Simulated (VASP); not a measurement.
Output of a VASP run:

File OSZICAR:
```
...
DAV:   1    -0.255355004723E+02   -0.70433E-03   -0.46047E-02   448   0.226E+00    0.114E-01
DAV:   2    -0.255352952028E+02    0.20527E-03   -0.11443E-03   553   0.284E-01    0.562E-02
DAV:   3    -0.255352028890E+02    0.92314E-04   -0.25254E-04   539   0.127E-01    0.109E-02
DAV:   4    -0.255352028717E+02    0.17324E-07   -0.63655E-06   497   0.197E-02
  13 F= -.25535203E+02 E0= -.25527594E+02  d E =-.350412E-02
       N       E                     dE             d eps       ncg     rms          rms(c)
DAV:   1    -0.255362709655E+02   -0.10681E-02   -0.47127E-02   448   0.237E+00    0.433E-01
DAV:   2    -0.255353634165E+02    0.90755E-03   -0.60939E-03   504   0.628E-01    0.801E-02
DAV:   3    -0.255352779027E+02    0.85514E-04   -0.25479E-04   511   0.100E-01    0.406E-02
DAV:   4    -0.255352541962E+02    0.23707E-04   -0.63096E-05   553   0.690E-02    0.287E-02
DAV:   5    -0.255352530973E+02    0.10990E-05   -0.29805E-06   451   0.149E-02    0.133E-02
DAV:   6    -0.255352524151E+02    0.68222E-06   -0.62764E-07   266   0.504E-03
  14 F= -.25535252E+02 E0= -.25527641E+02  d E =-.495434E-04
       N       E                     dE             d eps       ncg     rms          rms(c)
DAV:   1    -0.255355405092E+02   -0.28741E-03   -0.94024E-03   448   0.106E+00    0.193E-01
DAV:   2    -0.255353592903E+02    0.18122E-03   -0.12082E-03   490   0.280E-01    0.362E-02
DAV:   3    -0.255353432526E+02    0.16038E-04   -0.49563E-05   518   0.445E-02    0.185E-02
DAV:   4    -0.255353396887E+02    0.35638E-05   -0.12593E-05   525   0.309E-02    0.130E-02
DAV:   5    -0.255353403617E+02   -0.67301E-06   -0.56618E-07   294   0.660E-03
  15 F= -.25535340E+02 E0= -.25527730E+02  d E =-.137490E-03
       N       E                     dE             d eps       ncg     rms          rms(c)
DAV:   1    -0.255356192662E+02   -0.27958E-03   -0.25314E-02   420   0.174E+00    0.206E-01
DAV:   2    -0.255354189193E+02    0.20035E-03   -0.16259E-03   525   0.331E-01    0.374E-02
DAV:   3    -0.255353977921E+02    0.21127E-04   -0.56855E-05   532   0.498E-02    0.201E-02
DAV:   4    -0.255353924675E+02    0.53246E-05   -0.17484E-05   532   0.359E-02    0.134E-02
DAV:   5    -0.255353931797E+02   -0.71221E-06   -0.61211E-07   301   0.678E-03
  16 F= -.25535393E+02 E0= -.25527787E+02  d E =-.528180E-04
       N       E                     dE             d eps       ncg     rms          rms(c)
DAV:   1    -0.255354387595E+02   -0.46292E-04   -0.29433E-03   420   0.595E-01    0.701E-02
DAV:   2    -0.255354156089E+02    0.23151E-04   -0.19074E-04   511   0.113E-01    0.130E-02
DAV:   3    -0.255354128013E+02    0.28076E-05   -0.67833E-06   525   0.172E-02    0.698E-03
DAV:   4    -0.255354117372E+02    0.10641E-05   -0.19976E-06   301   0.124E-02    0.480E-03
DAV:   5    -0.255354115181E+02    0.21905E-06   -0.17404E-07   245   0.339E-03
  17 F= -.25535412E+02 E0= -.25527804E+02  d E =-.711564E-04
       N       E                     dE             d eps       ncg     rms          rms(c)
DAV:   1    -0.255354429071E+02   -0.31170E-04   -0.35324E-03   420   0.640E-01    0.315E-02
DAV:   2    -0.255354305510E+02    0.12356E-04   -0.89268E-05   574   0.798E-02    0.136E-02
DAV:   3    -0.255354250799E+02    0.54712E-05   -0.10657E-05   539   0.260E-02    0.396E-03
DAV:   4    -0.255354247232E+02    0.35665E-06   -0.11230E-06   301   0.853E-03
  18 F= -.25535425E+02 E0= -.25527816E+02  d E =-.132051E-04
```

### OUTCAR
```
------------------------ aborting loop because EDIFF is reached ----------------------------------------
  FORCE on cell =-STRESS in cart. coord.  units (eV):
  Direction    XX          YY          ZZ          XY          YZ          ZX
  --------------------------------------------------------------------------------------
  Total       -0.0000415      0.0001382     -0.0001563     -0.0100596      0.0035591     -0.0055134
  in kB       -0.0018829      0.0062788     -0.0070997     -0.4569729      0.1616788     -0.2504556
  external PRESSURE =      -0.0009013 kB  Pullay stress =       0.0000000 kB
  volume of cell :       35.27
      direct lattice vectors                 reciprocal lattice vectors
    -1.535660991  1.535675989  3.738066991    -0.000019624  0.325560923  0.133762657
     1.535819920 -1.535837864  3.738255071     0.325552614 -0.000015043  0.133748687
     1.535832355  1.535975172 -3.738138627     0.325543132  0.325539640  0.000000128
 POSITION                                       TOTAL-FORCE (eV/Angst)
 -----------------------------------------------------------------------------------
      0.00008     -0.00002      4.98175         0.000577     -0.001467      0.001203
      1.53583      1.53583     -1.24361         0.001441      0.001457      0.000072
      0.00009     -0.00000      0.00004        -0.002019      0.000010     -0.001274
 -----------------------------------------------------------------------------------
    total drift:                               -0.000019      0.000001     -0.000031
  FREE ENERGIE OF THE ION-ELECTRON SYSTEM (eV)
  ---------------------------------------------------
  free  energy   TOTEN  =       -25.5354247232 eV

  energy  without entropy=      -25.5202069742  energy(sigma->0) =      -25.52781585

 reached required accuracy - stopping structural energy minimisation
```
(Selected blocks of OUTCAR.)

### POSCAR
```
MoSi2
1
   -1.6050000000     1.6050000000     3.9250000000
    1.6050000000    -1.6050000000     3.9250000000
    1.6050000000     1.6050000000    -3.9250000000
Si Mo
2 1
Direct
  0.6400860000   0.6504380000  -0.0457580000
  0.3547640000   0.3391420000   0.0111310000
  0.0051490000   0.0104200000   0.0346270000
```

Q: Reconstruct the remaining input files.

A: This is not unique; one that fits is the input of the run itself, PBEsol GGA, plane waves, VASP's PBE PAW potentials (set 64).

INCAR:
```
! general
SYSTEM  = MoSi2
PREC    = Accurate
ENCUT   = 180
LREAL   = .FALSE.
LASPH   = .TRUE.

! electronic loop
EDIFF   = 1E-6
NELM    = 100
ALGO    = Normal
LMAXMIX = 4

! smearing
ISMEAR  = 0
SIGMA   = 0.272

! functional
GGA     = PS

! ions
IBRION  = 2
NSW     = 50
ISIF    = 3
EDIFFG  = -0.01

! output
LWAVE   = .FALSE.
LCHARG  = .FALSE.
```

KPOINTS:
```
Automatic mesh
0
Gamma
3 3 3
0.5 0.5 0.5
```

POTCAR, in this order: Si Mo_sv (PBE.64 set). Program: vasp_std.

At this cut-off the stress carries a Pulay error, which pulls relaxed volumes low.  Energy and stress use the plane-wave basis of the starting cell.

The structure is a typed MoSi2 crystal. In the starting cell atoms are displaced from their ideal sites. This run relaxes it. The k-mesh is coarse (spacing up to 0.96 per Å, 2π included), so the numbers may not be converged in it. The run is one of a series of settings (EDIFFG = -0.01, ENCUT = 180, IBRION = 2, ISIF = 3, NSW = 50, KPOINTS 3×3×3 Γ-centred mesh shifted by (0.5, 0.5, 0.5) against the base run), some of them coarse on purpose.
